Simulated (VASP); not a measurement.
InSb2As3, 6 atoms in the cell. The structure is trigonal, space group P3m1 (No. 156). The conventional cell has a = 4.123 Å, b = 4.123 Å, c = 9.988 Å, α = 90.00°, β = 90.00°, γ = 120.00°. In (site symmetry 3m) has 6 As at 2.83 to 2.98 Å as nearest neighbours. Sb (site symmetry 3m) has 6 As at 2.86 to 2.94 Å as nearest neighbours. Around Sb (site symmetry 3m) lie 6 As at 2.86 to 2.98 Å. As (site symmetry 3m) is surrounded by 6 Sb at 2.86 to 2.98 Å. Around As (site symmetry 3m) lie 3 In at 2.83 Å and 3 Sb at 2.94 Å. Around As (site symmetry 3m) lie 3 Sb at 2.86 Å and 3 In at 2.98 Å. The cell was built by a generator and needn't be a form met in nature.

```yaml
Program: VASP 6.6.1
Task: relaxation of cell and atoms
Functional: PBE
Potentials_or_basis: VASP PAW PBE potentials, release 64 (In_d, Sb, As)
Cutoff: 520 eV
k_mesh: 8 × 8 × 4
Occupations: gaussian, width 0.1 eV
Spin: no spin polarisation
Further_INCAR_settings: ALGO = Normal; EDIFF = 1e-06; IBRION = 2; EDIFFG = -0.01; NSW = 90; ISIF = 3
```

Potentials or basis: VASP PAW PBE potentials, release 64 (In_d, Sb, As).

Run with:

```bash
$ cat potpaw_PBE.64/In_d/POTCAR potpaw_PBE.64/Sb/POTCAR potpaw_PBE.64/As/POTCAR > POTCAR
$ mpirun -np 4 vasp_std > vasp.out
```

Hardware: 4 MPI ranks on Intel(R) Xeon(R) Platinum 8488C (Sapphire Rapids), with other jobs on the host.

Q: Estimate the wall time of this run.

A: Run time: 3.1 min on 4 MPI ranks on Intel(R) Xeon(R) Platinum 8488C (Sapphire Rapids) (shared host), peak memory 0.37 GiB a rank. Counts: scf iterations 91, k points 35, ion steps 13.
